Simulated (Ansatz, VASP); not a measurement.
# Cross-check of Al3P7O22 (glassy 30Al2O3-70P2O5 (mol %)) between VASP and Ansatz, part 2 of 2

Aim: how closely do two programs agree when they are given the same cell, functional and k mesh? Of the first pair: The cell is taken from a series of runs on this material, whose earlier steps may have relaxed, scaled, displaced or heated it; both programs get it as it stands.

VASP 6.6.1 and Ansatz 0.2.0.

So far. Step 3 (VASP: single point, PBEsol, pair 1): The run ends at a pressure of -0.52 GPa, with forces up to 0.15 eV/Å.

## Step 6: VASP: single point, PBEsol, start cell, pair 2

Level of this step: PBEsol; plane waves and PAW (Al, P, O) (VASP).

The same cell, functional, mesh and smearing now go to VASP, with its own data sets.

File INCAR:

```
SYSTEM = Al3P7O22
PREC = Accurate
ENCUT = 520
EDIFF = 1E-06
NELM = 120
ISMEAR = -1
SIGMA = 0.05
LREAL = Auto
ALGO = Normal
GGA = PS
NBANDS = 448
LORBIT = 11
LWAVE = .FALSE.
LCHARG = .FALSE.
ISIF = 2
LASPH = .TRUE.
GGA_COMPAT = .FALSE.
EFERMI = MIDGAP
NCORE = 4
```

File POSCAR:

```
Al3P7O22
1.0
   11.7477400000     -0.0280600000     -0.0630300000
   -0.0280600000     11.4734500000      0.3461000000
   -0.0630300000      0.3461000000     11.4113800000
Al P O
12 28 88
Direct
    0.8828404403      0.2126540639      0.7506406641
    0.2255137934      0.6607499310      0.3639024012
    0.9919912905      0.5684176054      0.9885128598
    0.5138294634      0.2380901677      0.8766322447
    0.5193174727      0.2271905878      0.4637740499
    0.6323621451      0.7575403896      0.7785099661
    0.2769530950      0.2599043225      0.2091073531
    0.6001509507      0.6345834035      0.1429623935
    0.8253528360      0.1958382300      0.2210900327
    0.1439541984      0.1578841021      0.7441895499
    0.0735458347      0.3519684133      0.6095686347
    0.2926630546      0.4113729052      0.7597389965
    0.1327705419      0.8726364792      0.1724199038
    0.4943058483      0.8479286394      0.0124339033
    0.2587421252      0.8398624002      0.9498441152
    0.2534271494      0.5764915404      0.9649358615
    0.0482675643      0.3054743590      0.3325905919
    0.8704117025      0.9482105482      0.1279325006
    0.0236570060      0.9055116683      0.7457988002
    0.4196703734      0.8514043972      0.6264957228
    0.3633917983      0.5155592418      0.1914290411
    0.7766180150      0.6011077520      0.3623581758
    0.8504315752      0.3486662655      0.9767643622
    0.7981982209      0.7568005717      0.9866625909
    0.0049438594      0.5490099058      0.2756458275
    0.7916933939      0.9826388228      0.6843615004
    0.0133327341      0.5969201334      0.7056943423
    0.6317797575      0.4897718998      0.9256120665
    0.4049179570      0.4794162381      0.5270261808
    0.5931035494      0.2521986382      0.2102109796
[... 92 atom lines left out ...]
    0.2373435849      0.9885012310      0.4127142808
    0.1620940290      0.7754472696      0.2551080138
    0.9024338451      0.9105995102      0.6775623908
    0.4348892344      0.1653986356      0.7524126443
    0.0146130581      0.2269795853      0.6838229405
    0.9500338635      0.8937983910      0.4120392986
```

File KPOINTS:

```
Automatic mesh
0
Gamma
1 1 1
0 0 0
```

The projector-augmented-wave data sets are Al, P and O (PBE family, release 64).

Started as:

```bash
mpirun -np 16 vasp_gam
```

Numbers of over 12 decimals in the logs are rounded to 6 here.

The log of the run:

```text
[banner, memory and clock lines left out]
running   16 mpi-ranks, on    1 nodes
[...]
[... a notice as in an earlier step ...]

 LDA part: xc-table for (Slater+PW92), standard interpolation
 POSCAR, INCAR and KPOINTS ok, starting setup
[...]
entering main loop
       N       E                     dE             d eps       ncg     rms          rms(c)
DAV:   1     0.664311846758E+04    0.66431E+04   -0.43256E+05   912   0.157E+03
DAV:   2    -0.552564542528E+03   -0.71957E+04   -0.69705E+04  1096   0.388E+02
DAV:   3    -0.108086705847E+04   -0.52830E+03   -0.52463E+03  1072   0.112E+02
DAV:   4    -0.109166638026E+04   -0.10799E+02   -0.10745E+02  1104   0.170E+01
[...]
DAV:  17    -0.968338700398E+03    0.48630E-05   -0.80784E-05  1104   0.284E-02    0.223E-02
DAV:  18    -0.968338700453E+03   -0.55254E-07   -0.35940E-05  1080   0.131E-02    0.786E-03
DAV:  19    -0.968338700292E+03    0.16119E-06   -0.32515E-06   792   0.357E-03
   1 F= -.96833870E+03 E0= -.96833870E+03  d E =-.713680E-19
```

OUTCAR, selected parts (step 6):

```text
  Total       54.1666774     52.4470232     55.7358275     -0.0898451     -0.9642661      1.0910082
  in kB       56.4766398     54.6836501     58.1127069     -0.0936765     -1.0053877      1.1375348
  external PRESSURE =      56.4243323 kB  Pullay stress =       0.0000000 kB

 POSITION                                       TOTAL-FORCE (eV/Angst)
 -----------------------------------------------------------------------------------
     10.31810      2.67490      8.58380         0.032140     -0.153067      0.018569
      2.60780      7.70070      4.36710        -0.121750     -0.074094      0.095345
     11.57540      6.83600     11.41450         0.108944      0.116601      0.146753
[...]
6.32940      3.50910      1.25680        -0.400162      0.362079     -0.804747
      0.43370      4.93020      3.00790         0.124364     -0.106349     -0.317460
     10.35260      6.15070      4.06980         0.228332     -0.322863      0.014620
      2.29330      2.17490     10.16280        -0.379053     -0.283640     -0.090179
      0.11790      6.67560      9.70570         0.008870     -0.208661      0.440975
      8.53600     10.51410      5.20120        -0.348290     -0.206410      0.205945
      8.48730      6.37790      5.58910        -0.000169     -0.238158      0.145186
     10.51130      0.86810      1.67870         0.207033      0.686752      0.078211
     10.46840      3.44250     10.10430         0.261316     -0.227171     -0.183362
      9.48110      1.12720      8.75860        -0.027831      0.270691      0.511070
[...]
-----------------------------------------------------------------------------------
    total drift:                                0.015904      0.011817     -0.013232

  FREE ENERGIE OF THE ION-ELECTRON SYSTEM (eV)
  ---------------------------------------------------
  free  energy   TOTEN  =      -968.3387002922 eV

  energy  without entropy=     -968.3387002922  energy(sigma->0) =     -968.33870029

[... 1 part as in an earlier step ...]

[... 2 further parts left out ...]
[key lines of the parts left out:]
E-fermi :   4.5870
```

The run ends at a pressure of 5.64 GPa, with forces up to 1.1 eV/Å.

## Step 7: Differences

What differs besides the data sets and the points named for the pairs above, as far as they apply: the cutoff is 420 eV in Ansatz and 520 eV in VASP (PREC = Accurate, projectors in real space). Total energies have different zeros and are not compared.

Forces on 10 of the 128 atoms, those with the largest forces and the largest differences (eV/Å; atoms numbered as in POSCAR):

| atom | Ansatz x, y, z | VASP x, y, z |
| --- | --- | --- |
| P32 | 0.096, -0.054, -0.335 | 0.151, 0.025, -0.406 |
| P35 | 0.081, 0.131, 0.158 | 0.143, 0.177, 0.077 |
| P37 | -0.360, -0.175, -0.096 | -0.388, -0.296, -0.094 |
| O68 | -0.127, 0.461, -0.919 | -0.128, 0.462, -0.930 |
| O73 | -0.405, 0.370, -0.783 | -0.400, 0.362, -0.805 |
| O94 | -0.011, -0.715, 0.734 | -0.007, -0.737, 0.747 |
| O119 | 0.911, -0.294, -0.306 | 0.927, -0.302, -0.307 |
| O122 | -0.724, 0.584, -0.381 | -0.745, 0.612, -0.392 |
| O123 | -0.464, -0.148, 0.890 | -0.473, -0.162, 0.911 |
| O128 | 0.965, 0.332, 0.350 | 0.990, 0.343, 0.357 |

The forces differ by 34 meV/Å r.m.s., which is 12.0 % of the r.m.s. force of 0.285 eV/Å (both taken over all components).

## Step 8: Further runs

Further runs change the set-up of one program: Ansatz's method, potentials or start, or VASP's data sets, cutoff or form of LDA. The table gives that difference for each run.

| run | r.m.s. force difference (meV/Å) |
| --- | --- |
| as above | 34 |
| VASP with a cutoff of 600 eV (perhaps on Ansatz's relaxed cell) | 33 |

## Step 9: What came out

| Property | Result |
| --- | --- |
| r.m.s. force difference (single point, PBEsol, pair 1) | 32 meV/Å |
| difference in pressure (single point, PBEsol, pair 1) | 0.52 GPa |
| difference in gap on the k mesh (single point, PBEsol, pair 1) | 0.044 eV |
| r.m.s. force difference (single point, PBEsol, start cell, pair 2) | 12 % of the r.m.s. force |

The r.m.s. force difference is 12 % of the r.m.s. force (single point, PBEsol, start cell, pair 2), beyond the 3 % picked in this series as the mark of a large difference. What causes the difference of the single point, PBEsol, pair 1 pair stays open here. How closely two codes agree says nothing of how well the functional describes the real material.

[Lines on the potential files, build, host, timing and source positions are cut from VASP's logs without a mark.]

[Logs are printed without paths, hosts, clocks, repeated set-up lines and the standing remarks that a program may print on its own settings, such as how far it seeks lower states.]

[Hosts, paths, dates, database ids (printed as entryN), source tags and the programs' standing remarks are cut or masked in the printed files.]

[Rows of further runs with another cutoff or data set may stand on the cell that Ansatz relaxed, not on the start cell of the pair above them.]
